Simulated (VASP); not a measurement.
Calculation: PBEsol GGA, VASP's PBE PAW potentials (set 64) (plane waves; VASP).

Input for VASP

### POSCAR
```
GaIn3P4
1
   -0.0000000000     2.8856591353     2.8856591353
    2.8856591353     0.0000000000     2.8856591353
   11.5475063021    11.5475063021    -0.0048697608
In P Ga
3 4 1
Direct
  0.0098881349   0.0098881349   0.9925838988
  0.0000822552   0.0000822552   0.2499383086
  0.9910060779   0.9910060779   0.5067454416
  0.2537676163   0.2537676163   0.0596742878
  0.2444113183   0.2444113183   0.3166915113
  0.2356202744   0.2356202744   0.5732847942
  0.2648746266   0.2648746266   0.8013440300
  0.0003496963   0.0003496963   0.7497377278
```

### INCAR
```
SYSTEM = GaIn3P4
PREC = Accurate
ENCUT = 400
EDIFF = 1E-6
NELM = 100
ALGO = Normal
LREAL = .FALSE.
LASPH = .TRUE.
ISMEAR = 0
SIGMA = 0.05
GGA = PS
LMAXMIX = 4
LWAVE = .FALSE.
LCHARG = .FALSE.
IBRION = 2
ISIF = 3
NSW = 60
EDIFFG = -0.02
```

File KPOINTS:
```
Automatic mesh
0
Gamma
6 6 2
0 0 0
```

POTCAR, in this order: In_d P Ga_d (PBE.64 set). Program: vasp_std.

The run wrote:

File OUTCAR:
```
 ion  position               nearest neighbor table
   1  0.010  0.010  0.993-   4 2.52   4 2.52   4 2.52   7 2.55
   2  0.000  0.000  0.250-   5 2.52   5 2.52   5 2.52   4 2.54
   3  0.991  0.991  0.507-   6 2.52   6 2.52   6 2.52   5 2.53
   4  0.254  0.254  0.060-   1 2.52   1 2.52   1 2.52   2 2.54
   5  0.244  0.244  0.317-   2 2.52   2 2.52   2 2.52   3 2.53
   6  0.236  0.236  0.573-   8 2.35   3 2.52   3 2.52   3 2.52
   7  0.265  0.265  0.801-   8 2.45   8 2.45   8 2.45   1 2.55
   8  0.000  0.000  0.750-   6 2.35   7 2.45   7 2.45   7 2.45
  LATTYP: Found a trigonal (rhomboedric) cell.
 ALAT       =    13.5432470573
 COS(alpha) =     0.9546011913
 Subroutine PRICEL returns:
 Original cell was already a primitive cell.
 Subroutine GETGRP returns: Found  6 space group operations
The static configuration has the point symmetry C_3v.
The dynamic configuration has the point symmetry C_3v.
 Subroutine INISYM returns: Found  6 space group operations
 Subroutine IBZKPT returns following result:
 Found     22 irreducible k-points:

 Following reciprocal coordinates:
            Coordinates               Weight
  0.000000  0.000000  0.000000      1.000000
  0.166667  0.000000 -0.000000      4.000000
...
```

OSZICAR:
```
       N       E                     dE             d eps       ncg     rms          rms(c)
DAV:   1     0.633713129738E+03    0.63371E+03   -0.28095E+04  1903   0.174E+03
DAV:   2     0.552772830080E+02   -0.57844E+03   -0.56735E+03  1932   0.463E+02
DAV:   3    -0.333567120101E+02   -0.88634E+02   -0.86421E+02  2247   0.191E+02
DAV:   4    -0.384751519625E+02   -0.51184E+01   -0.50936E+01  2400   0.449E+01
DAV:   5    -0.386647328241E+02   -0.18958E+00   -0.18940E+00  2952   0.868E+00    0.108E+01
DAV:   6    -0.372740058581E+02    0.13907E+01   -0.30972E+00  2640   0.194E+01    0.601E+00
DAV:   7    -0.371650462324E+02    0.10896E+00   -0.14584E+00  2941   0.601E+00    0.182E+00
DAV:   8    -0.371463630626E+02    0.18683E-01   -0.25484E-01  2560   0.460E+00    0.924E-01
DAV:   9    -0.371453964656E+02    0.96660E-03   -0.16039E-02  2629   0.132E+00    0.456E-01
DAV:  10    -0.371455846450E+02   -0.18818E-03   -0.38317E-03  2909   0.503E-01    0.241E-01
DAV:  11    -0.371457564305E+02   -0.17179E-03   -0.11028E-03  2224   0.303E-01    0.101E-01
DAV:  12    -0.371457427972E+02    0.13633E-04   -0.76643E-05  2634   0.726E-02    0.218E-02
DAV:  13    -0.371457456955E+02   -0.28983E-05   -0.13094E-05  2464   0.182E-02    0.254E-02
DAV:  14    -0.371457470162E+02   -0.13207E-05   -0.60049E-07  1408   0.526E-03    0.127E-02
DAV:  15    -0.371457484547E+02   -0.14385E-05   -0.26417E-06  1608   0.105E-02    0.161E-02
DAV:  16    -0.371457484925E+02   -0.37804E-07   -0.24720E-07  1189   0.580E-03
   1 F= -.37145748E+02 E0= -.37145748E+02  d E =-.371457E+02
       N       E                     dE             d eps       ncg     rms          rms(c)
DAV:   1    -0.371458627434E+02   -0.11429E-03   -0.27989E-02  2456   0.944E-01    0.842E-02
DAV:   2    -0.371458888552E+02   -0.26112E-04   -0.11243E-03  2637   0.266E-01    0.281E-02
DAV:   3    -0.371458813672E+02    0.74879E-05   -0.97808E-05  2973   0.864E-02    0.177E-02
DAV:   4    -0.371458805792E+02    0.78807E-06   -0.52945E-06  1997   0.169E-02
   2 F= -.37145881E+02 E0= -.37145881E+02  d E =-.132087E-03
```

**OUTCAR**
```
------------------------ aborting loop because EDIFF is reached ----------------------------------------
  FORCE on cell =-STRESS in cart. coord.  units (eV):
  Direction    XX          YY          ZZ          XY          YZ          ZX
  --------------------------------------------------------------------------------------
  Total       -0.0014093     -0.0014093     -0.0014093      0.0354398     -0.0354398     -0.0354398
  in kB       -0.0117430     -0.0117430     -0.0117430      0.2952983     -0.2952983     -0.2952983
  external PRESSURE =      -0.0117430 kB  Pullay stress =       0.0000000 kB
  volume of cell :      192.28
      direct lattice vectors                 reciprocal lattice vectors
    -0.000000000  2.885255534  2.885255534    -0.173255191  0.173334561  0.173255191
     2.885255534 -0.000000000  2.885255534     0.173334561 -0.173255191  0.173255191
    11.546311636 11.546311636 -0.005289499     0.043293955  0.043293955 -0.043293955
 POSITION                                       TOTAL-FORCE (eV/Angst)
 -----------------------------------------------------------------------------------
     11.48885     11.48885      0.05217         0.001873      0.001873     -0.001873
      2.88522      2.88522      0.00004        -0.005621     -0.005621      0.005621
      8.71037      8.71037      5.71591        -0.000156     -0.000156      0.000156
      1.42179      1.42179      1.46346         0.001594      0.001594     -0.001594
      4.36216      4.36216      1.40835         0.002648      0.002648     -0.002648
      7.29932      7.29932      1.35645        -0.001494     -0.001494      0.001494
     10.01781     10.01781      1.52321         0.006750      0.006750     -0.006750
      8.65682      8.65682     -0.00105        -0.005595     -0.005595      0.005595
 -----------------------------------------------------------------------------------
    total drift:                                0.000428      0.000428     -0.000367
  FREE ENERGIE OF THE ION-ELECTRON SYSTEM (eV)
  ---------------------------------------------------
  free  energy   TOTEN  =       -37.1458805792 eV

  energy  without entropy=      -37.1458805792  energy(sigma->0) =      -37.14588058

 reached required accuracy - stopping structural energy minimisation
```
(Selected blocks of OUTCAR.)

File CONTCAR:
```
GaIn3P4
   1.00000000000000
    -0.0000000000000011    2.8852555343007329    2.8852555343007351
     2.8852555343007329   -0.0000000000000011    2.8852555343007351
    11.5463116358381264   11.5463116358381264   -0.0052894985352142
  In              P               Ga
     3     4     1
Direct
     0.0099509133933018    0.0099509133933018    0.9925368149300250
     0.0002358192161611    0.0002358192161611    0.2498231355878792
     0.9910021659388869    0.9910021659388869    0.5067483755708406
     0.2536651200009528    0.2536651200009528    0.0597511600242876
     0.2443495654203021    0.2443495654203021    0.3167378259597756
     0.2355911959569176    0.2355911959569176    0.5733066030323101
     0.2646998313633072    0.2646998313633072    0.8014751264275205
     0.0005053886101758    0.0005053886101758    0.7496209585673703
```

The structure was generated: GaIn3P4 was put into an ordered model structure (R3m), which need not be its known phase. This run relaxes it. Symmetry was kept, so distortions that lower it aren't found. The start is the result of an earlier pass.
